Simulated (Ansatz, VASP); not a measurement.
## Two plane-wave programs on Ta3P2

```xyz
10
Lattice="0.0000 2.5258 7.0318 4.4669 0.0000 7.0318 4.4669 2.5258 0.0000" Properties=species:S:1:pos:R:3 pbc="T T T"
Ta    3.0073    2.5258    5.5145
Ta    3.0073    2.5258    8.5491
Ta    5.9264    2.5258    8.5491
Ta    5.9264    2.5258    5.5145
Ta    4.4669    2.5258   11.4136
Ta    4.4669    2.5258    2.6501
P     4.4669    3.9577    7.0318
P     4.4669    1.0939    7.0318
P     2.2334    1.2629    3.5159
P     6.7003    3.7887   10.5477
```

Alike in both runs: functional PBE; k mesh 4 × 4 × 4; occupations gaussian, width 0.1 eV; no spin polarisation.

Ansatz relaxed the structure, and its values are those at the end. VASP's run is a single point on that final structure, the one shown.

|  | VASP | Ansatz |
| --- | --- | --- |
| version | VASP 6.6.1 | Ansatz 0.2.0 |
| potentials or method | VASP PAW PBE potentials, release 64 (Ta_pv, P) | scalar-relativistic, plane waves, PAW |
| plane-wave cutoff (eV) | 520 | 420 |
| valence electrons in the cell | 86 | 98 |

VASP gave:

```
gap on the k mesh at the Fermi level (eV) : none
pressure (GPa)                            : 0.2
rms of the force components (eV/Å)        : 0.011
```

Q: Estimate Ansatz's values.

A: gap on the k mesh at the Fermi level (eV): none; pressure (GPa): 0.1; rms of the force components (eV/Å): 0.006.

A gap of «none» marks a metal or a gap that the smearing closes. The two sets of potentials don't hold the same shells in valence.

Caveats: the k mesh is coarse (spacing up to 0.37 Å⁻¹), so the values aren't converged. Spin-orbit coupling is left out, which matters for the levels of Ta.
